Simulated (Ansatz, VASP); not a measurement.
# Cross-check of Si3N4 between VASP and Ansatz, part 2 of 2

Wanted: the spread between two codes on one cell, functional and k mesh. The cell is taken from a series of runs on this material, whose earlier steps may have relaxed, scaled, displaced or heated it; both programs get it as it stands.

VASP 6.6.1 and Ansatz 0.2.0.

So far: The starting structure; VASP: relaxation of cell and atoms, PBEsol.

### Step 3. Ansatz: relaxation of cell and atoms, PBEsol

Level of this step: Ansatz beside VASP: Kohn-Sham DFT, plane waves, PBEsol (Ansatz).

Ansatz runs on its PAW soft_1 files.

The same cell, functional and mesh now go to Ansatz, which takes its cutoff from its data sets.

Input file input.yaml:

```yaml
crystal:
  lattice:
    - [7.6240888072, 0.0, 0.0]
    - [-3.8120444036, 6.6026545877, 0.0]
    - [0.0, 0.0, 2.9106081057]
  atoms:
    - { symbol: Si, position: [0.7675505535, 0.173914717, 0.25] }
    - { symbol: Si, position: [0.5936358365, 0.7675505535, 0.75] }
    - { symbol: Si, position: [0.826085283, 0.5936358365, 0.25] }
    - { symbol: Si, position: [0.2324494465, 0.826085283, 0.75] }
    - { symbol: Si, position: [0.4063641635, 0.2324494465, 0.25] }
    - { symbol: Si, position: [0.173914717, 0.4063641635, 0.75] }
    - { symbol: "N", position: [0.0296237112, 0.3300033043, 0.25] }
    - { symbol: "N", position: [0.6996204068, 0.0296237112, 0.75] }
    - { symbol: "N", position: [0.6699966957, 0.6996204068, 0.25] }
    - { symbol: "N", position: [0.9703762888, 0.6699966957, 0.75] }
    - { symbol: "N", position: [0.3003795932, 0.9703762888, 0.25] }
    - { symbol: "N", position: [0.3300033043, 0.3003795932, 0.75] }
    - { symbol: "N", position: [0.6666666667, 0.3333333333, 0.25] }
    - { symbol: "N", position: [0.3333333333, 0.6666666667, 0.75] }
kpoints:
  mp_grid: { grid: [3, 3, 8] }
hamiltonian:
  xc: pbesol
  pseudopotentials: { kind: paw, azcp: { folder: soft_1 }, xc_functional: pbe }
scf:
  occupations: { method: fixed }
output:
  forces: true
  stress: true
  eigenvalues: true
relax:
  adjacent_minimum: "off"
  f_tol: 0.001
  max_steps: 60
  cell: { stress_tol: 0.01 }
```

Command:

```
ansatz run input.yaml --threads 4 --pin off --max-ram 8192MiB --backend cpu --events-out ev --progress --plain --runs-dir out
```

Numbers of over 12 decimals in the logs are rounded to 6 here.

The program printed:

```text
Engine: ansatz 0.2.0, x86_64-unknown-linux-gnu
Pseudopotentials: kind: paw
Pseudopotential: Si, paw, valence charge 4, recommended cutoff 420 eV (normal), soft_1/Si.paw.azcp
Pseudopotential: N, paw, valence charge 5, recommended cutoff 420 eV (normal), soft_1/N.paw.azcp
Functional definition: PBEsol
  exchange = pbesol_x
  correlation = pbesol_c
Crystal: 14 atoms, lattice volume = 146.518 Å³
Basis set: ecut = 420 eV, 2859 PW (Γ), exchange–correlation on 108×108×40 points (8 copies of the dense FFT grid, shifted against one another)
Bands: 46, of which v1, the nominal top of the filled ones, is band 32 counted from 1 (31 counted from 0)
Symmetry: 12 space group operations
Space group: P63/m (ITA 176), of the structure as read, at distance tolerance 5.3e-5 Å
k-points: 15 of 72
Non-local potential: Si, projectors of the file, l = 0: 2, l = 1: 2, l = 2: 1
Non-local potential: N, projectors of the file, l = 0: 2, l = 1: 2, l = 2: 1
PAW form: soft (Blöchl's): semilocal exchange-correlation on the pseudo side does not see the compensation charge
PAW frozen core: Si, regenerated for the run's functional, and the local potential with it (the file was generated under x = pbe(κ = 0.804, μ = 0.219515), c = pbe(β = 0.066725))
PAW frozen core: N, regenerated for the run's functional, and the local potential with it (the file was generated under x = pbe(κ = 0.804, μ = 0.219515), c = pbe(β = 0.066725))
PAW one-centre angular grid: Si, 110 points (default); XC on 64 Gauss nodes
PAW one-centre angular grid: N, 110 points (default); XC on 64 Gauss nodes
Initial density: superposition of atomic densities (chi_scale 0.1, normalization cell, long waves kept (reshape's long-wave potential 0.02 eV rms))
Initial wavefunctions: pseudopotential atomic-orbital guess
Functional: x = pbesol(κ = 0.804, μ = 0.123457), c = pbesol(β = 0.046)
SCF iter   1: F=—  HF=-6784.394910 eV  |F-HF|=—  |Δ(HF+E_count)|=         —  Δρ=1.48e-1  dr2=3.34e1  ethr=3.10e-3  ⟨swp⟩=5.0  Hψ=2713  notcnv=0  defer=159
preconditioner: auto → Resta (q_TF=auto, 2.377 Å⁻¹)  ε∞=3.5  [insulator: Δε(μ)=5.864 eV  Ē_g=15.372 eV  n_scr=32 (ndim 8)  ℏωp=24.5 eV  f_vac=0.011  ε∞_Penn≈3.5]
SCF iter   2: F=—  HF=-6774.240773 eV  |F-HF|=—  |Δ(HF+E_count)|=    1.02e1  Δρ=4.84e-2  dr2=1.94e0  ethr=3.10e-3  ⟨swp⟩=3.7  Hψ=1845  notcnv=0  defer=153
SCF iter   3: F=—  HF=-6773.882216 eV  |F-HF|=—  |Δ(HF+E_count)|=   3.59e-1  Δρ=2.38e-2  dr2=4.55e-1  ethr=3.03e-3  ⟨swp⟩=1.0  Hψ=608  notcnv=0  defer=140
SCF iter   4: F=—  HF=-6773.813114 eV  |F-HF|=—  |Δ(HF+E_count)|=   6.91e-2  Δρ=2.05e-3  dr2=7.52e-3  ethr=7.11e-4  ⟨swp⟩=2.1  Hψ=642  notcnv=0  defer=175
SCF iter   5: F=—  HF=-6773.818261 eV  |F-HF|=—  |Δ(HF+E_count)|=   5.15e-3  Δρ=1.45e-3  dr2=3.22e-3  ethr=1.17e-5  ⟨swp⟩=2.7  Hψ=1089  notcnv=0  defer=177
[...]
SCF converged after 5 iterations
Free energy (F): -6773.818330 eV
Harris-Foulkes:  -6773.818330 eV  (|F-HF|=9.09e-13)
Internal energy: -6773.818330 eV  (E = F + TS)
E sigma→0 (E₀):  -6773.818330 eV
Fermi energy:    8.103220 eV
--- Per-component energies (eV) ---
  E_band       = 53.353552
  E_kinetic    = 1327.855237
  E_local      = -2027.489957  (includes V_loc(G=0)·N_el)
  E_nonlocal   = 407.834192
  E_hartree    = 713.114909
  E_xc         = -819.325766
  E_vxc        = -903.519390  (∫ρ·V_xc dr)
  E_paw        = -3977.227790  (= ΣΔE_a)
  E_vpaw       = -177.563519  (= ΣTr[D̂ρ^β])
  E_aug_tail   = 0.007172  (compensation charges beyond the density's cutoff)
  E_ewald      = -2399.000481
  E_core_change = 0.414155  (= ΣΔE_core)
  E_smearing   = -0.000000  (= −TS)
  E_closure    = 0.000000  (closes the sum)
  Σ components = -6773.818330   (vs F -6773.818330, Δ=0.00e0)
--- Forces (eV/Å), atoms counted from 1 ---
  atom   1  Si     0.00037511     0.00039861     0.00000000
  atom   2  Si    -0.00015765     0.00052416     0.00000000
  atom   3  Si    -0.00053276     0.00012555     0.00000000
  atom   4  Si    -0.00037511    -0.00039861     0.00000000
  atom   5  Si     0.00015765    -0.00052416     0.00000000
  atom   6  Si     0.00053276    -0.00012555     0.00000000
  atom   7  N     -0.00047069    -0.00021797     0.00000000
  atom   8  N     -0.00004658    -0.00051662     0.00000000
  atom   9  N      0.00042412    -0.00029865     0.00000000
  atom  10  N      0.00047069     0.00021797     0.00000000
  atom  11  N      0.00004658     0.00051662     0.00000000
  atom  12  N     -0.00042412     0.00029865     0.00000000
  atom  13  N     -0.00000000    -0.00000000     0.00000000
  atom  14  N      0.00000000     0.00000000     0.00000000
  max |Σ_I F_I| component: 2.93e-18 eV/Å
--- Stress (GPa, compression-positive) ---
        0.002329       0.000001       0.000000
       -0.000001       0.002329       0.000000
        0.000000       0.000000      -0.004388
  P = ⅓ Tr σ = 0.0001 GPa (0.001 kbar)
--- Band table (eV; the first three rows and the last of 15) ---
  k-point 0: bands = [... 28 lower, 6.8148, 7.6436, 7.7289, 7.9156, 12.3060, 12.7029, 12.8928, 12.8928, ... 10 higher]
  k-point 1: bands = [... 28 lower, 6.8486, 7.0273, 7.1931, 8.1032, 13.3224, 13.4436, 13.7474, 13.7474, ... 10 higher]
  k-point 2: bands = [... 28 lower, 6.5020, 6.7856, 6.7856, 8.0457, 13.6564, 13.6564, 14.5206, 14.7073, ... 10 higher]
  k-point 14: bands = [... 28 lower, 6.7140, 6.7140, 6.9859, 6.9859, 12.9793, 12.9793, 13.7886, 13.7886, ... 10 higher]
--- Relaxed structure (3 steps of the walk, 3 accepted, 1 SCFs on fresh bases) ---
  F+E_penalty+E_count = -6773.81833025 eV   max|allowed force component| = 5.328e-4 eV/Å   (the final SCF, on the basis selected at the relaxed cell)
  cell:  # Å, volume = 146.5250 Å³
    - [7.624516, 0, 0.0]
    - [-3.812258, 6.603025, 0.0]
    - [0.0, 0.0, 2.910425]
  atoms:
    - { symbol: Si, position: [0.767551, 0.173930, 0.25] }
    - { symbol: Si, position: [0.593621, 0.767551, 0.750000] }
    - { symbol: Si, position: [0.826070, 0.593621, 0.25] }
    - { symbol: Si, position: [0.232449, 0.826070, 0.750000] }
    - { symbol: Si, position: [0.406379, 0.232449, 0.25] }
    - { symbol: Si, position: [0.173930, 0.406379, 0.750000] }
    - { symbol: N, position: [0.029612, 0.330000, 0.25] }
    - { symbol: N, position: [0.699613, 0.029612, 0.750000] }
    - { symbol: N, position: [0.670000, 0.699613, 0.25] }
    - { symbol: N, position: [0.970388, 0.670000, 0.750000] }
    - { symbol: N, position: [0.300387, 0.970388, 0.25] }
    - { symbol: N, position: [0.330000, 0.300387, 0.750000] }
    - { symbol: N, position: [0.666667, 0.333333, 0.25] }
    - { symbol: N, position: [0.333333, 0.666667, 0.750000] }
```

### Step 4. Comparison

Known differences besides the potentials themselves: fixed occupations in Ansatz, narrow Gaussian smearing in VASP; the cutoff is 420 eV in Ansatz and 600 eV in VASP; Ansatz makes its cores anew for this functional, VASP keeps those of its PBE data sets. Total energies have different zeros and are not compared.

The two programs side by side:

| quantity | Ansatz | VASP | difference |
| --- | --- | --- | --- |
| volume (Å³) | 146.52 | 146.59 | -0.05 % |
| edge a after relaxation, in the typed setting (Å) | 7.625 | 7.626 | -0.01 % |
| edge c after relaxation, in the typed setting (Å) | 2.910 | 2.911 | -0.02 % |

### Step 5. Ansatz: zone-centre phonons, PBEsol

Second derivatives magnify differences that forces hide, and they need a tight electronic threshold.

The cell is taken from a series of runs on this material, whose earlier steps may have relaxed, scaled, displaced or heated it; both programs get it as it stands.

Input file input.yaml:

```yaml
crystal:
  lattice:
    - [7.6245160232, 0.0, 0.0]
    - [-3.8122580116, 6.6030245677, 0.0]
    - [0.0, 0.0, 2.9104249995]
  atoms:
    - { symbol: Si, position: [0.7675514056, 0.173930446, 0.25] }
    - { symbol: Si, position: [0.5936209596, 0.7675514056, 0.75] }
    - { symbol: Si, position: [0.826069554, 0.5936209596, 0.25] }
    - { symbol: Si, position: [0.2324485944, 0.826069554, 0.75] }
    - { symbol: Si, position: [0.4063790404, 0.2324485944, 0.25] }
    - { symbol: Si, position: [0.173930446, 0.4063790404, 0.75] }
    - { symbol: "N", position: [0.0296122739, 0.3299995679, 0.25] }
    - { symbol: "N", position: [0.699612706, 0.0296122739, 0.75] }
    - { symbol: "N", position: [0.6700004321, 0.699612706, 0.25] }
    - { symbol: "N", position: [0.9703877261, 0.6700004321, 0.75] }
    - { symbol: "N", position: [0.300387294, 0.9703877261, 0.25] }
    - { symbol: "N", position: [0.3299995679, 0.300387294, 0.75] }
    - { symbol: "N", position: [0.6666666667, 0.3333333333, 0.25] }
    - { symbol: "N", position: [0.3333333333, 0.6666666667, 0.75] }
kpoints:
  mp_grid: { grid: [3, 3, 8] }
hamiltonian:
  xc: pbesol
  pseudopotentials: { kind: paw, azcp: { folder: soft_1 }, xc_functional: pbe }
scf:
  occupations: { method: fixed }
output:
  eigenvalues: true
phonons:
  method: fd
  supercell: [1, 1, 1]
  amplitude: 0.01
```

The program printed:

```text
[...]
Crystal: 14 atoms, lattice volume = 146.525 Å³
Basis set: ecut = 420 eV, 2859 PW (Γ), exchange–correlation on 108×108×40 points (8 copies of the dense FFT grid, shifted against one another)
Bands: 46, of which v1, the nominal top of the filled ones, is band 32 counted from 1 (31 counted from 0)
Symmetry: 12 space group operations
k-points: 15 of 72
[...]
largest difference from the sums on the solved wave vectors: F 7.76e-2 eV, S 3.19e-4 and C_V 2.40e-4 eV/K
  zero-point energy: 1.544201 eV/cell   skipped modes (ω ≤ 0): 48, of them read as no rigid motion or as one in doubt: 45 (2.014e-1 modes/cell left out, lowest -139.20 cm⁻¹)   left out of the sums: 4.83e-3 of the cell's modes: C_V's classical limit lies that fraction below 3 k_B per atom; for a crystal, a wire or a layer, F and S can be off by more, and a phonons.interpolated_qmesh denser along its periods is the remedy for the sampling
[key lines of the parts left out:]
SCF converged after 10 iterations
Free energy (F): -6773.818330 eV
Fermi energy:    8.103223 eV
```

### Step 6. VASP: zone-centre phonons, PBEsol

The same cell, functional and mesh now go to VASP, with its own data sets.

Input file INCAR:

```
SYSTEM = Si3N4
PREC = Accurate
ENCUT = 600
EDIFF = 1E-08
NELM = 120
ISMEAR = 0
SIGMA = 0.01
LREAL = .FALSE.
ALGO = Normal
GGA = PS
NBANDS = 46
LORBIT = 11
LWAVE = .FALSE.
LCHARG = .FALSE.
ISIF = 2
IBRION = 8
LASPH = .TRUE.
GGA_COMPAT = .FALSE.
EFERMI = MIDGAP
KPAR = 4
```

Input file POSCAR:

```
Si3N4
1.0
    7.6245160232      0.0000000000      0.0000000000
   -3.8122580116      6.6030245677      0.0000000000
    0.0000000000      0.0000000000      2.9104249995
Si N
6 8
Direct
    0.7675514056      0.1739304460      0.2500000000
    0.5936209596      0.7675514056      0.7500000000
    0.8260695540      0.5936209596      0.2500000000
    0.2324485944      0.8260695540      0.7500000000
    0.4063790404      0.2324485944      0.2500000000
    0.1739304460      0.4063790404      0.7500000000
    0.0296122739      0.3299995679      0.2500000000
    0.6996127060      0.0296122739      0.7500000000
    0.6700004321      0.6996127060      0.2500000000
    0.9703877261      0.6700004321      0.7500000000
    0.3003872940      0.9703877261      0.2500000000
    0.3299995679      0.3003872940      0.7500000000
    0.6666666667      0.3333333333      0.2500000000
    0.3333333333      0.6666666667      0.7500000000
```

Input file KPOINTS:

```
Automatic mesh
0
Gamma
3 3 8
0 0 0
```

PAW data sets: Si and N (PBE family, release 64).

Command:

```
mpirun -np 4 vasp_std
```

The program printed:

```text
[banner, memory and clock lines left out]
running    4 mpi-ranks, on    1 nodes
[...]
[... a notice as in an earlier step ...]

 LDA part: xc-table for (Slater+PW92), standard interpolation
 POSCAR, INCAR and KPOINTS ok, starting setup
[...]
entering main loop
       N       E                     dE             d eps       ncg     rms          rms(c)
DAV:   1     0.312257884541E+03    0.31226E+03   -0.34374E+04  1380   0.145E+03
DAV:   2    -0.108663741274E+03   -0.42092E+03   -0.39803E+03  1768   0.301E+02
DAV:   3    -0.135759265525E+03   -0.27096E+02   -0.26884E+02  1776   0.804E+01
DAV:   4    -0.136193603705E+03   -0.43434E+00   -0.43271E+00  1736   0.105E+01
[...]
DAV:  16    -0.120398179344E+03    0.52338E-07   -0.94223E-08  1746   0.162E-03    0.745E-04
DAV:  17    -0.120398179329E+03    0.14592E-07   -0.18519E-08  1296   0.613E-04    0.226E-04
DAV:  18    -0.120398179321E+03    0.83255E-08   -0.49787E-09  1186   0.345E-04
   1 F= -.12039818E+03 E0= -.12039818E+03  d E =0.000000E+00
[...]
RMM:  10    -0.255442076003E+00    0.66698E-06   -0.17735E-07  4291   0.232E-04    0.229E-05
RMM:  11    -0.255441984719E+00    0.91284E-07   -0.39557E-07  4511   0.102E-04    0.867E-06
RMM:  12    -0.255441984623E+00    0.96090E-10   -0.78755E-08  4516   0.856E-05    0.387E-06
 first order change of Fermi-energy  -0.39577E-05
 force on displaced ion      13 direction 1 : -38.303   0.003   0.000
 Linear response progress:
  Degree of freedom:   8/  8
       N       E                     dE             d eps       ncg     rms          rms(c)
RMM:   1    -0.237862916886E+00   -0.23786E+00    0.73292E-02  3568   0.170E+00
RMM:   2    -0.235913521491E+00    0.19494E-02   -0.78941E-03  3098   0.273E-01    0.163E-01
RMM:   3    -0.236903369720E+00   -0.98985E-03   -0.83304E-04  2881   0.105E-01    0.809E-02
RMM:   4    -0.238478989780E+00   -0.15756E-02   -0.68146E-04  3066   0.922E-02    0.192E-02
[...]
RMM:  10    -0.238547273379E+00   -0.20650E-06   -0.12189E-07  3797   0.914E-05    0.642E-06
RMM:  11    -0.238547250023E+00    0.23356E-07    0.49444E-08  3867   0.849E-05    0.175E-06
RMM:  12    -0.238547253906E+00   -0.38832E-08   -0.62772E-08  3870   0.840E-05    0.448E-07
 first order change of Fermi-energy   0.18001E-03
 force on displaced ion      13 direction 3 :   0.000  -0.000  -5.679
 Linear response finished
```

From OUTCAR (step 6):

```text
  Total        0.1121146      0.1121146      0.0848793     -0.0000001      0.0000000      0.0000000
  in kB        1.2259174      1.2259174      0.9281126     -0.0000011      0.0000000      0.0000000
[...]
free  energy   TOTEN  =      -120.3981793209 eV

[... 1 part as in an earlier step ...]
```

### Step 7. Side by side

The two programs side by side:

| quantity | Ansatz | VASP | difference |
| --- | --- | --- | --- |
| optical mode 1 to 2 (cm⁻¹) | 174.0 | 174.0 | +0.00 % |
| optical mode 3 (cm⁻¹) | 195.0 | 195.3 | -0.18 % |
| optical mode 4 to 5 (cm⁻¹) | 216.4 | 216.8 | -0.15 % |
| optical mode 6 (cm⁻¹) | 234.7 | 236.2 | -0.65 % |
| optical mode 7 (cm⁻¹) | 258.5 | 258.8 | -0.12 % |
| optical mode 8 to 9 (cm⁻¹) | 292.8 | 293.3 | -0.17 % |
| optical mode 10 (cm⁻¹) | 348.1 | 349.1 | -0.29 % |
| optical mode 11 (cm⁻¹) | 386.5 | 387.6 | -0.28 % |
| optical mode 12 to 13 (cm⁻¹) | 406.1 | 408.0 | -0.48 % |
| optical mode 14 to 15 (cm⁻¹) | 428.6 | 430.3 | -0.39 % |
| optical mode 16 (cm⁻¹) | 441.8 | 443.8 | -0.46 % |
| optical mode 17 (cm⁻¹) | 539.9 | 541.5 | -0.29 % |
| optical mode 18 to 19 (cm⁻¹) | 548.8 | 550.5 | -0.30 % |
| optical mode 20 to 21 (cm⁻¹) | 601.0 | 603.0 | -0.32 % |
| optical mode 22 (cm⁻¹) | 638.7 | 640.8 | -0.33 % |
| optical mode 23 (cm⁻¹) | 707.9 | 709.7 | -0.25 % |
| optical mode 24 (cm⁻¹) | 841.1 | 846.1 | -0.60 % |
| optical mode 25 to 26 (cm⁻¹) | 850.8 | 855.8 | -0.58 % |
| optical mode 27 to 28 (cm⁻¹) | 854.5 | 859.8 | -0.61 % |
| optical mode 29 (cm⁻¹) | 868.5 | 874.4 | -0.67 % |
| optical mode 30 to 31 (cm⁻¹) | 879.1 | 884.5 | -0.61 % |
| optical mode 32 to 33 (cm⁻¹) | 911.0 | 916.6 | -0.62 % |
| optical mode 34 (cm⁻¹) | 921.5 | 926.2 | -0.51 % |
| optical mode 35 to 36 (cm⁻¹) | 1009.8 | 1011.9 | -0.20 % |
| optical mode 37 to 38 (cm⁻¹) | 1020.9 | 1022.2 | -0.13 % |
| optical mode 39 (cm⁻¹) | 1040.5 | 1041.8 | -0.12 % |

Modes are paired by rising frequency, not by their patterns, so a pair may set unlike modes beside each other; they are those without the splitting of longitudinal modes.

### Step 8. Outcome

- difference in volume (relaxation of cell and atoms, PBEsol): -0.046 %
- r.m.s. difference of the optical zone-centre modes, each program's sorted by frequency (zone-centre phonons, PBEsol): 3.1 cm⁻¹
- difference in optical mode 29 (zone-centre phonons, PBEsol): -0.7 %

What this shows: The difference in volume is -0.046 % (relaxation of cell and atoms, PBEsol), within the 1.2 % picked in this series as the mark of a large difference, as far as the stopping tolerances let one tell. Among the rows given in per cent, the largest difference of the zone-centre phonons, PBEsol pair is in optical mode 29, -0.7 %. How closely two codes agree says nothing of how well the functional describes the real material.

[Lines on the potential files, build, host, timing and source positions are cut from VASP's logs without a mark.]

[Logs are printed without paths, hosts, clocks, repeated set-up lines and the standing remarks that a program may print on its own settings, such as how far it seeks lower states.]

[Hosts, paths, dates, database ids (printed as entryN), source tags and the programs' standing remarks are cut or masked in the printed files.]
